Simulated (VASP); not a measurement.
Method: PBE GGA, VASP's PBE PAW potentials (set 64) (plane waves; VASP).

VASP ran on this input.

### INCAR
```
SYSTEM = WC
PREC = Accurate; ENCUT = 400; LREAL = .FALSE.
LASPH = .TRUE.
EDIFF = 1E-6; NELM = 100; ALGO = Normal
LMAXMIX = 6
ISMEAR = -1; SIGMA = 0.1
GGA = PE
ISIF = 2
LWAVE = .FALSE.; LCHARG = .FALSE.
```

File KPOINTS:
```
Automatic mesh
0
Gamma
32 32 28
0 0 0
```

File POSCAR:
```
WC
1
    2.9165900000     0.0000000000     0.0000000000
   -1.4582950000     2.5258410000     0.0000000000
    0.0000000000     0.0000000000     2.8394400000
W C
1 1
Direct
 -0.0056690000  -0.0046750000   0.0046430000
  0.6723360000   0.3380080000   0.4953570000
```

POTCAR, in this order: W_sv C (PBE.64 set). Program: vasp_std.

The run wrote:

### OUTCAR
```
 ion  position               nearest neighbor table
   1  0.994  0.995  0.005-   2 2.17   2 2.18   2 2.20   2 2.21   2 2.22   2 2.24
   2  0.672  0.338  0.495-   1 2.17   1 2.18   1 2.20   1 2.21   1 2.22   1 2.24
  LATTYP: Found a hexagonal cell.
 ALAT       =     2.9165900000
 C/A-ratio  =     0.9735478761
 Subroutine PRICEL returns:
 Original cell was already a primitive cell.
 Subroutine GETGRP returns: Found  1 space group operations
The static configuration has the point symmetry C_1 .
The dynamic configuration has the point symmetry C_1 .
 Subroutine INISYM returns: Found  1 space group operations
 Subroutine IBZKPT returns following result:
 Found  14340 irreducible k-points:

 Following reciprocal coordinates:
            Coordinates               Weight
  0.000000  0.000000  0.000000      1.000000
  0.031250  0.000000  0.000000      2.000000
  0.000000  0.031250  0.000000      2.000000
 -0.031250  0.031250  0.000000      2.000000
  0.062500  0.000000  0.000000      2.000000
  0.000000  0.062500  0.000000      2.000000
 -0.062500  0.062500  0.000000      2.000000
  0.093750  0.000000  0.000000      2.000000
  0.000000  0.093750  0.000000      2.000000
 -0.093750  0.093750  0.000000      2.000000
  0.125000  0.000000  0.000000      2.000000
  0.000000  0.125000  0.000000      2.000000
 -0.125000  0.125000  0.000000      2.000000
  0.156250  0.000000  0.000000      2.000000
  0.000000  0.156250  0.000000      2.000000
 -0.156250  0.156250  0.000000      2.000000
  0.187500  0.000000  0.000000      2.000000
  0.000000  0.187500  0.000000      2.000000
 -0.187500  0.187500  0.000000      2.000000
  0.218750  0.000000  0.000000      2.000000
  0.000000  0.218750  0.000000      2.000000
 -0.218750  0.218750  0.000000      2.000000
  0.250000  0.000000  0.000000      2.000000
  0.000000  0.250000  0.000000      2.000000
 -0.250000  0.250000  0.000000      2.000000
  0.281250  0.000000  0.000000      2.000000
  0.000000  0.281250  0.000000      2.000000
 -0.281250  0.281250  0.000000      2.000000
  0.312500  0.000000  0.000000      2.000000
  0.000000  0.312500  0.000000      2.000000
 -0.312500  0.312500  0.000000      2.000000
  0.343750  0.000000  0.000000      2.000000
  0.000000  0.343750  0.000000      2.000000
 -0.343750  0.343750  0.000000      2.000000
  0.375000  0.000000  0.000000      2.000000
  0.000000  0.375000  0.000000      2.000000
 -0.375000  0.375000  0.000000      2.000000
  0.406250  0.000000  0.000000      2.000000
  0.000000  0.406250  0.000000      2.000000
 -0.406250  0.406250  0.000000      2.000000
   k-points           NKPTS =  14340   k-points in BZ     NKDIM =  14340   number of bands    NBANDS=     13
   number of dos      NEDOS =    301   number of ions     NIONS =      2
   total plane-waves  NPLWV =   8000
   dimension x,y,z NGX =    20 NGY =   20 NGZ =   20
   dimension x,y,z NGXF=    40 NGYF=   40 NGZF=   40
   ions per type =               1   1
   PREC   = accura    normal or accurate (medium, high low for compatibility)
   ISTART =      0    job   : 0-new  1-cont  2-samecut
   ICHARG =      2    charge: 1-file 2-atom 10-const
   ISPIN  =      1    spin polarized calculation?
   LNONCOLLINEAR =      F non collinear calculations
   LSORBIT =      F    spin-orbit coupling
   INIWAV =      1    electr: 0-lowe 1-rand  2-diag
   ENCUT  =  400.0 eV  29.40 Ry    5.42 a.u.   4.76  4.76  4.63*2*pi/ulx,y,z
   NELM   =    100;   NELMIN=  2; NELMDL= -5     # of ELM steps
   EDIFF  = 0.1E-05   stopping-criterion for ELM
   LREAL  =      F    real-space projection
   NLSPLINE    = F    spline interpolate recip. space projectors
...
```

OSZICAR:
```
       N       E                     dE             d eps       ncg     rms          rms(c)
DAV:   1     0.946662847618E+02    0.94666E+02   -0.84344E+03374322   0.129E+03
DAV:   2    -0.221618547210E+02   -0.11683E+03   -0.11375E+03430470   0.340E+02
DAV:   3    -0.254746027661E+02   -0.33127E+01   -0.32870E+01452509   0.551E+01
DAV:   4    -0.255041636007E+02   -0.29561E-01   -0.29542E-01411712   0.545E+00
DAV:   5    -0.255044068937E+02   -0.24329E-03   -0.24327E-03437770   0.501E-01    0.320E+01
DAV:   6    -0.225383113739E+02    0.29661E+01   -0.95247E+00419365   0.316E+01    0.850E+00
DAV:   7    -0.224730169846E+02    0.65294E-01   -0.41429E-01384655   0.570E+00    0.606E+00
DAV:   8    -0.224469713989E+02    0.26046E-01   -0.68559E-02418135   0.250E+00    0.839E-01
DAV:   9    -0.224460206941E+02    0.95070E-03   -0.33671E-03404100   0.467E-01    0.142E-01
DAV:  10    -0.224459690212E+02    0.51673E-04   -0.25673E-04438825   0.215E-01    0.704E-02
DAV:  11    -0.224459676506E+02    0.13706E-05   -0.17478E-05404585   0.400E-02    0.101E-02
DAV:  12    -0.224459665721E+02    0.10785E-05   -0.44086E-06391885   0.207E-02    0.307E-03
DAV:  13    -0.224459665928E+02   -0.20679E-07   -0.90891E-08189660   0.318E-03
   1 F= -.22445967E+02 E0= -.22441015E+02  d E =-.990244E-02
```

**OUTCAR**
```
------------------------ aborting loop because EDIFF is reached ----------------------------------------
  FORCE on cell =-STRESS in cart. coord.  units (eV):
  Direction    XX          YY          ZZ          XY          YZ          ZX
  --------------------------------------------------------------------------------------
  Total        0.1922466      0.4410186      0.4739518     -0.1013400     -0.0319685     -0.0243009
  in kB       14.7249988     33.7795157     36.3020124     -7.7620651     -2.4486034     -1.8613144
  external PRESSURE =      28.2688423 kB  Pullay stress =       0.0000000 kB
  volume of cell :       20.92
      direct lattice vectors                 reciprocal lattice vectors
     2.916590000  0.000000000  0.000000000     0.342866155  0.197953870  0.000000000
    -1.458295000  2.525841000  0.000000000     0.000000000  0.395907739  0.000000000
     0.000000000  0.000000000  2.839440000     0.000000000  0.000000000  0.352182120
 POSITION                                       TOTAL-FORCE (eV/Angst)
 -----------------------------------------------------------------------------------
      1.44858      2.51403      0.01318         0.291333      0.367949     -0.365656
      1.46801      0.85375      1.40654        -0.291333     -0.367949      0.365656
 -----------------------------------------------------------------------------------
    total drift:                               -0.000066     -0.000091      0.000028
  FREE ENERGIE OF THE ION-ELECTRON SYSTEM (eV)
  ---------------------------------------------------
  free  energy   TOTEN  =       -22.4459665928 eV

  energy  without entropy=      -22.4360641533  energy(sigma->0) =      -22.44101537
```
(Selected blocks of OUTCAR.)

File OUTCAR:
```
 val. band max:       10.9799841637   @ k =   0.0938  -0.0625   0.3214

 cond. band min:      10.9817293501   @ k =  -0.0938   0.1562  -0.4286


 Fermi energy:        10.9815620238

 k-point     1 :       0.0000    0.0000    0.0000
  band No.  band energies     occupation
      1     -63.0500      2.00000
      2     -27.0261      2.00000
      3     -26.9365      2.00000
      4     -26.9336      2.00000
      5      -3.4282      2.00000
      6       6.6875      2.00000
      7       7.6113      2.00000
      8       7.6864      2.00000
      9      11.0796      0.54545
     10      14.1316      0.00000
     11      14.2050      0.00000
     12      16.3819      0.00000
     13      16.6739      0.00000

 k-point     2 :       0.0312    0.0000    0.0000
  band No.  band energies     occupation
      1     -63.0495      2.00000
      2     -27.0251      2.00000
      3     -26.9443      2.00000
      4     -26.9355      2.00000
      5      -3.4029      2.00000
      6       6.6992      2.00000
      7       7.5727      2.00000
      8       7.7085      2.00000
      9      10.9986      0.91508
     10      14.1226      0.00000
     11      14.2927      0.00000
     12      16.3643      0.00000
     13      16.6284      0.00000

 k-point     3 :       0.0000    0.0313    0.0000
  band No.  band energies     occupation
      1     -63.0495      2.00000
      2     -27.0250      2.00000
      3     -26.9420      2.00000
      4     -26.9379      2.00000
      5      -3.4024      2.00000
      6       6.6971      2.00000
      7       7.6198      2.00000
      8       7.6632      2.00000
      9      10.9902      0.95665
     10      14.1724      0.00000
     11      14.2537      0.00000
     12      16.3342      0.00000
     13      16.6601      0.00000

 k-point     4 :      -0.0312    0.0312    0.0000
  band No.  band energies     occupation
      1     -63.0495      2.00000
      2     -27.0251      2.00000
      3     -26.9433      2.00000
...
```

At this cut-off the stress carries a Pulay error, which pulls relaxed volumes low.  Unless said otherwise, spin-orbit coupling is left out, though it shifts the bands of the heavy elements here.

The structure comes from a computed database's WC entry; how it stands against other phases isn't given here. The cell was not relaxed at this level, atoms are displaced from their ideal sites. The run is one of a series of settings (KPOINTS 32×32×28 Γ-centred mesh against the base run), some of them coarse on purpose.
